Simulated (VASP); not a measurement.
# MgBe (P6mm) in VASP: phonons with r2SCAN

Aim: the phonons of MgBe with r2SCAN.

Program: VASP 6.6.1. These are calculated values, not measurements. Logs are shortened: lines on timing, memory, paths and dates and some standing lists are left out, and cuts for length are marked.

## Step 1: The crystal as given

Symmetry: P6mm, No. 183, hexagonal system. The conventional cell has a = 2.400 Å, b = 2.400 Å, c = 4.901 Å, α = 90.00°, β = 90.00°, γ = 120.00°. Mg (site symmetry 6mm) is surrounded by 1 Be at 2.22 Å and 6 Mg at 2.40 Å. Be (site symmetry 6mm) is surrounded by 1 Mg at 2.22 Å and 6 Be at 2.40 Å.

The cell was built by a generator and needn't be a form met in nature.

## Step 2: Phonons, r2SCAN

The input, POSCAR:

```
MgBe
1.0
    2.3995486400      0.0000000000      0.0000000000
   -1.1997743200      2.0780700800      0.0000000000
    0.0000000000      0.0000000000      4.9009135800
Mg Be
1 1
Direct
    0.0000000000      0.0000000000      0.0433479700
    0.0000000000      0.0000000000      0.5905093500
```

The input, INCAR.step1:

```
  PREC = Accurate
  ENCUT = 600
  EDIFF = 1E-8
  ISMEAR = 1
  SIGMA = 0.1
  LREAL = F
  LASPH = T
  NELM = 100
  ALGO = Normal
  ISIF = 3
  LWAVE = F
  LCHARG = F
  METAGGA = R2SCAN
  LMIXTAU = T
  IBRION = 2
  NSW = 40
  EDIFFG = -0.002
```

The input, INCAR.step2:

```
  PREC = Accurate
  ENCUT = 600
  EDIFF = 1E-8
  ISMEAR = 1
  SIGMA = 0.1
  LREAL = F
  LASPH = T
  NELM = 100
  ALGO = Normal
  ISIF = 2
  LWAVE = F
  LCHARG = F
  METAGGA = R2SCAN
  LMIXTAU = T
  IBRION = 6
  NFREE = 2
  POTIM = 0.015
  NSW = 1
```

The input, KPOINTS:

```
regular mesh
0
Gamma
  10 10 5
```

Potentials or basis: VASP PAW PBE potentials, release 64 (Mg, Be).

Launch:

```console
$ cat potpaw_PBE.64/Mg/POTCAR potpaw_PBE.64/Be/POTCAR > POTCAR
$ cp INCAR.step1 INCAR
$ mpirun -np 1 vasp_std > vasp.out
$ cp CONTCAR POSCAR
$ cp INCAR.step2 INCAR
$ mpirun -np 1 vasp_std > vasp.out
```

OUTCAR:

```text
PREC = Accurate
   ENCUT = 600
   EDIFF = 1E-8
   ISMEAR = 1
   LREAL = F
   LASPH = T
   NELM = 100
   ISIF = 2
   METAGGA = R2SCAN
   IBRION = 6
   NFREE = 2
   POTIM = 0.015
   NSW = 1

 ion  position               nearest neighbor table
   1  0.000  0.000  0.067-   2 2.61   2 2.61
   2  0.000  0.000  0.567-   1 2.61   1 2.61

  LATTYP: Found a hexagonal cell.
 ALAT       =     2.7509795809
 C/A-ratio  =     1.8987112169

  Lattice vectors:

 A1 = (   2.7509795809,   0.0000000000,   0.0000000000)
 A2 = (  -1.3754897905,   2.3824182026,   0.0000000000)
 A3 = (   0.0000000000,   0.0000000000,   5.2233157878)

Analysis of symmetry for initial positions (statically):
=====================================================================
 Subroutine PRICEL returns:
 Original cell was already a primitive cell.

 Routine SETGRP: Setting up the symmetry group for a
 hexagonal supercell.

 Subroutine GETGRP returns: Found 12 space group operations
 (whereof 12 operations were pure point group operations)
 out of a pool of 24 trial point group operations.

The static configuration has the point symmetry C_6v.

Analysis of symmetry for dynamics (positions and initial velocities):
=====================================================================
 Subroutine PRICEL returns:
 Original cell was already a primitive cell.

 Routine SETGRP: Setting up the symmetry group for a
 hexagonal supercell.

 Subroutine GETGRP returns: Found 12 space group operations
 (whereof 12 operations were pure point group operations)
 out of a pool of 24 trial point group operations.

The dynamic configuration has the point symmetry C_6v.

 Subroutine INISYM returns: Found 12 space group operations
 (whereof 12 operations are pure point group operations),
 and found     1 'primitive' translations

----------------------------------------------------------------------------------------

                                     Primitive cell

  volume of cell :      34.2335

  direct lattice vectors                    reciprocal lattice vectors
     2.750979581  0.000000000  0.000000000     0.363506878  0.209870794  0.000000000
    -1.375489790  2.382418203  0.000000000     0.000000000  0.419741588  0.000000000
     0.000000000  0.000000000  5.223315788     0.000000000  0.000000000  0.191449271

  length of vectors
     2.750979581  2.750979581  5.223315788     0.419741588  0.419741588  0.191449271

  position of ions in fractional coordinates (direct lattice)
     0.000000000  0.000000000  0.066956469
     0.000000000  0.000000000  0.566900851

  ion indices of the primitive-cell ions
   primitive index   ion index
                 1           1
                 2           2

----------------------------------------------------------------------------------------

 KPOINTS: regular mesh

Automatic generation of k-mesh.
 Grid dimensions read from file:
 generate k-points for:   10   10    5

 Generating k-lattice:

  Cartesian coordinates                     Fractional coordinates (reciprocal lattice)
     0.036350688  0.020987079  0.000000000     0.100000000  0.000000000  0.000000000
     0.000000000  0.041974159  0.000000000     0.000000000  0.100000000  0.000000000
     0.000000000  0.000000000  0.038289854     0.000000000  0.000000000  0.200000000

  Length of vectors
     0.041974159  0.041974159  0.038289854
[... 54 lines left out ...]
   EDIFF  = 0.1E-07   stopping-criterion for ELM
   LREAL  =      F    real-space projection
   EDIFFG = 0.1E-06   stopping-criterion for IOM
   NSW    =     61    number of steps for IOM
   IBRION =      6    ionic relax: 0-MD 1-quasi-New 2-CG
   NFREE  =      2    steps in history (QN), initial steepest desc. (CG)
   ISIF   =      2    stress and relaxation
   ISYM   =      2    0-nonsym 1-usesym 2-fastsym
   POTIM  = 0.0150    time-step for ionic-motion
   TEBEG  =    0.0;   TEEND  =   0.0 temperature during run
   PSTRESS=    0.0 pullay stress
   NELECT =       4.0000    total number of electrons
   NUPDOWN=      -1.0000    fix difference up-down
   EMIN   =  10.00;   EMAX   =-10.00  energy-range for DOS
   EFERMI =   0.00;   METHOD = LEGACY
   ISMEAR =     1;   SIGMA  =   0.10  broadening in eV -4-tet -1-fermi 0-gaus
   EFERMI_NEDOS =   21; number of points for ismear=-14 and -15
   IALGO  =     38    algorithm
   IMIX   =      4    mixing-type and parameters
     AMIX     =   0.40;   BMIX     =  1.00
     AMIX_MAG =   1.60;   BMIX_MAG =  1.00
  volume/ion in A,a.u.               =      17.12       115.51
  Fermi-wavevector in a.u.,A,eV,Ry     =   0.800346  1.512434  8.715256  0.640553
  Thomas-Fermi vector in A             =   1.907624
   LORBIT       =      0    0 simple, 1 ext, 2 COOP (PROOUT), +10 PAW based schemes
   METAGGA = R2SCAN    functional components
   LHFCALC =     F    Hartree Fock is set to
   AEXX    =    0.0000 exact exchange contribution
   IVDW    =     0    specifies the selected vdW correction
   LEPSILON=     F    determine dielectric tensor
   LRPA    =     F    only Hartree local field effects (RPA)
 finite differences with symmetry
 non-spin polarized calculation
 Methfessel and Paxton  Order N= 1 SIGMA  =   0.10
  energy-cutoff  :      600.00
  volume of cell :       34.23
 maximum number of plane-waves:      1179
 NGX is ok and might be reduce to    24
   NGX = 11   NGY = 11   NGZ = 21

--------------------------------------- Ionic step        1  -------------------------------------------

 number of electron       4.0000000 magnetization

 Free energy of the ion-electron system (eV)
  ---------------------------------------------------
  ext. energy  EPLUGINS =         0.00000000
  ---------------------------------------------------
  free energy    TOTEN  =        -6.51462394 eV

  energy without entropy =       -6.51446130  energy(sigma->0) =       -6.51456973

------------------------ aborting loop because EDIFF is reached ----------------------------------------

  FORCE on cell =-STRESS in cart. coord.  units (eV):
  Direction    XX          YY          ZZ          XY          YZ          ZX
  --------------------------------------------------------------------------------------
  -------------------------------------------------------------------------------------
  Total        0.0019386      0.0019386      0.0016252     -0.0000000      0.0000000      0.0000000
  in kB        0.0907270      0.0907270      0.0760596     -0.0000000      0.0000000      0.0000000
  external PRESSURE =       0.0858379 kB  Pullay stress =       0.0000000 kB
[... 275 lines left out ...]
--------------------------------------- Ionic step        9  -------------------------------------------

 number of electron       4.0000000 magnetization

 Free energy of the ion-electron system (eV)
  ---------------------------------------------------
  ext. energy  EPLUGINS =         0.00000000
  ---------------------------------------------------
  free energy    TOTEN  =        -6.51415772 eV

  energy without entropy =       -6.51399447  energy(sigma->0) =       -6.51410330

 E-fermi :   3.1763     XC(G=0):  -9.4799

 val. band max:        3.1475641474   @ k =   0.1000   0.1000   0.2000
 cond. band min:       3.1871379563   @ k =   0.3000   0.1000   0.0000
 fundamental gap:      0.0395738090
 Fermi energy:         3.1762675144

 k-point     1 :       0.0000    0.0000    0.0000
  band No.  band energies     occupation
      1      -5.2381      2.00000
      2      -0.1806      2.00000
      3       0.4556      2.00000
      4      14.4431      0.00000
      5      15.3137      0.00000
      6      15.3137      0.00000
[... 199 lines left out ...]
 k-point    24 :       0.4000    0.1000    0.2000
  band No.  band energies     occupation
      1       0.2545      2.00000
      2       3.0409      2.06665
      3       3.4729     -0.00022
      4       5.4946      0.00000
      5       8.3348      0.00000
      6       9.7872      0.00000

 [... further k-points ...]

------------------------ aborting loop because EDIFF is reached ----------------------------------------

  FORCE on cell =-STRESS in cart. coord.  units (eV):
  Direction    XX          YY          ZZ          XY          YZ          ZX
  --------------------------------------------------------------------------------------
  -------------------------------------------------------------------------------------
  Total        0.0014640      0.0014640      0.0061243      0.0000000      0.0000000      0.0000000
  in kB        0.0685178      0.0685178      0.2866276      0.0000000      0.0000000      0.0000000
  external PRESSURE =       0.1412211 kB  Pullay stress =       0.0000000 kB
[... 17 lines left out ...]
  FREE ENERGIE OF THE ION-ELECTRON SYSTEM (eV)
  ---------------------------------------------------
  free  energy   TOTEN  =        -6.5141577209 eV

  energy  without entropy=       -6.5139944664  energy(sigma->0) =       -6.51410330

 INTERNAL STRAIN TENSORS FROM DISPLACED ATOMS
 ============================================

 INTERNAL STRAIN TENSOR FOR ION    1 for displacements in x,y,z  (eV/Angst):
          X           Y           Z          XY          YZ          ZX
  --------------------------------------------------------------------------------
  x     0.00000     0.00000     0.00000     0.00000     0.00000    -0.00262
  y     0.00000    -0.00000    -0.00000     0.00000    -0.00262     0.00000
  z    -0.00314    -0.00314     0.00980     0.00000     0.00000     0.00000

 INTERNAL STRAIN TENSOR FOR ION    2 for displacements in x,y,z  (eV/Angst):
          X           Y           Z          XY          YZ          ZX
  --------------------------------------------------------------------------------
  x     0.00000     0.00000     0.00000    -0.00000     0.00000     0.00217
  y    -0.00000     0.00000     0.00000     0.00000     0.00217     0.00000
  z     0.00116     0.00116    -0.01291     0.00000    -0.00000     0.00000

 Eigenvectors and eigenvalues of the dynamical matrix
 ----------------------------------------------------

   1 f  =   12.200393 THz    76.657330 2PiTHz  406.961307 cm-1    50.456749 meV
             X         Y         Z           dx          dy          dz
      0.000000  0.000000  0.349735     0.000000   -0.000000   -0.520897
      0.000000  0.000000  2.961102     0.000000    0.000000    0.853619
[... 21 lines left out ...]
   6 f/i=    7.685277 THz    48.288020 2PiTHz  256.353252 cm-1    31.783738 meV
             X         Y         Z           dx          dy          dz
      0.000000  0.000000  0.349735     0.000000   -0.520349    0.000000
      0.000000  0.000000  2.961102     0.000000    0.853954    0.000000

 ELASTIC MODULI CONTR FROM IONIC RELAXATION (kBar)
 Direction    XX          YY          ZZ          XY          YZ          ZX
 --------------------------------------------------------------------------------
 XX          -0.0001     -0.0001      0.0003      0.0000     -0.0000     -0.0000
 YY          -0.0001     -0.0001      0.0003      0.0000     -0.0000     -0.0000
 ZZ           0.0003      0.0003     -0.0015      0.0000      0.0000      0.0000
 XY           0.0000      0.0000      0.0000      0.0000      0.0000      0.0000
 YZ          -0.0000     -0.0000      0.0000      0.0000     -0.0000     -0.0000
 ZX          -0.0000     -0.0000      0.0000      0.0000     -0.0000     -0.0000
 --------------------------------------------------------------------------------
```

Run time: 8.1 min. Hardware: 1 thread of Intel Xeon Platinum 8559C (Emerald Rapids), shared host; peak memory 0.25 GiB.

What came out:

```
Relaxed volume                                          : 17.12 Å³/atom
Relaxed cell                                            : a = 2.751 Å, b = 2.751 Å, c = 5.223 Å, α = 90.00°, β = 90.00°, γ = 120.00°
Space group after relaxing (to 0.05 Å)                  : P6/mmm (No. 191)
Highest phonon frequency at Γ, LO-TO splitting left out : 407 cm⁻¹
Most unstable mode                                      : 256i cm⁻¹
```

Step by step:
```tsv
step	energy change (eV)	largest force (eV/Å)	pressure (GPa)	volume (Å³)
1	0.0000	1.7839	33.19	24.44
2	-0.9569	0.2177	0.02	34.50
3	-0.9576	0.1858	-0.62	34.98
4	-0.9575	0.2011	-0.31	34.75
5	-0.9614	0.1428	-0.10	34.52
6	-0.9648	0.0139	0.41	34.06
7	-0.9658	0.0125	0.01	34.30
8	-0.9658	0.0289	-0.23	34.45
9	-0.9659	0.0211	-0.11	34.38
10	-0.9659	0.0220	-0.13	34.39
11	-0.9661	0.0147	-0.11	34.33
12	-0.9661	0.0132	-0.10	34.31
13	-0.9661	0.0046	0.02	34.22
14	-0.9661	0.0049	0.02	34.23
15	-0.9661	0.0013	0.01	34.23
```

Final structure:
```
CELL_PARAMETERS angstrom
2.75098 0.00000 0.00000
-1.37549 2.38242 0.00000
0.00000 0.00000 5.22332
ATOMIC_POSITIONS crystal
Mg 0.00000 0.00000 0.06696
Be 0.00000 0.00000 0.56690
```

Phonon frequencies in cm⁻¹ (negative: imaginary):
| q point | frequencies |
| --- | --- |
| (0.000, 0.000, 0.000) | -256 -256 0 0 0 407 |

Caveat: some modes are imaginary; the volume moved by over 15 % at a fixed basis, so the end points are rough; the PAW data sets were made with another functional, which shifts forces and pressure a little.

## Step 3: For comparison

An earlier run on the cell as given: functional PBE; potentials or basis VASP PAW PBE potentials, release 64 (Mg, Be); cutoff 520 eV; k mesh 13 × 13 × 6; occupations fermi-dirac, width 0.05 eV; no spin polarisation.

- Pressure: 33.7 GPa
- Largest force: 1.735 eV/Å
- Band gap on the k mesh: none (metal or under the smearing width)
